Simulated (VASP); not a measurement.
VASP ran on this input.

File KPOINTS:
```
kpoints
0
Gamma
  7 7 4
0 0 0
```

INCAR:
```
SYSTEM = CdSe
PREC = Accurate
ENCUT = 520
EDIFF = 1E-6
NELM = 100
ALGO = Normal
LREAL = .FALSE.
LASPH = .TRUE.
ISMEAR = 0
SIGMA = 0.05
GGA = PE
LMAXMIX = 4
LWAVE = .FALSE.
LCHARG = .FALSE.
IBRION = 2
ISIF = 3
NSW = 60
EDIFFG = -0.01
```

File POSCAR:
```
CdSe
1.0
  2.1500000000  -3.7239090000   0.0000000000
  2.1500000000   3.7239090000   0.0000000000
  0.0000000000   0.0000000000   7.0100000000
Cd Se
2 2
Cart
  2.1500000000  -1.2413054826   3.5050000000
  2.1500000000   1.2413054826   0.0000000000
  2.1500000000  -1.2413054826   6.1407600000
  2.1500000000   1.2413054826   2.6357600000
```

POTCAR, in this order: Cd Se (PBE.64 set). Program: vasp_std.

Question: Translate this PBE calculation to Quantum ESPRESSO's pw.x.

Answer: One equivalent input (not run):
```
&CONTROL
  calculation = 'vc-relax'
  pseudo_dir = './pseudo'
  outdir = './out'
  tprnfor = .true.
  tstress = .true.
  nstep = 60
  forc_conv_thr = 0.00039
/
&SYSTEM
  ibrav = 0
  nat = 4
  ntyp = 2
  ecutwfc = 102
  occupations = 'smearing'
  smearing = 'gaussian'
  degauss = 0.003675
  input_dft = 'pbe'
/
&ELECTRONS
  conv_thr = 7.3e-08
  electron_maxstep = 100
/
&IONS
/
&CELL
/
ATOMIC_SPECIES
  Cd 112.414 Cd.upf
  Se 78.971 Se.upf
CELL_PARAMETERS angstrom
     2.1500000   -3.7239090    0.0000000
     2.1500000    3.7239090    0.0000000
     0.0000000    0.0000000    7.0100000
ATOMIC_POSITIONS crystal
  Cd   0.6666670  0.3333330  0.5000000
  Cd   0.3333330  0.6666670  0.0000000
  Se   0.6666670  0.3333330  0.8760000
  Se   0.3333330  0.6666670  0.3760000
K_POINTS automatic
  7 7 4 0 0 0
```
The two are equivalent in intent, not identical: the potentials are each code's own (VASP's PAW set, PseudoDojo norm-conserving files in pw.x), so ENCUT and ecutwfc are chosen apart and not converted; conv_thr bounds pw.x's estimated SCF error, while EDIFF bounds the energy change between steps; forc_conv_thr acts on force components and is met together with etot_conv_thr.

The compound is CdSe in the wurtzite structure. This run relaxes it. Symmetry was kept, so distortions that lower it aren't found.
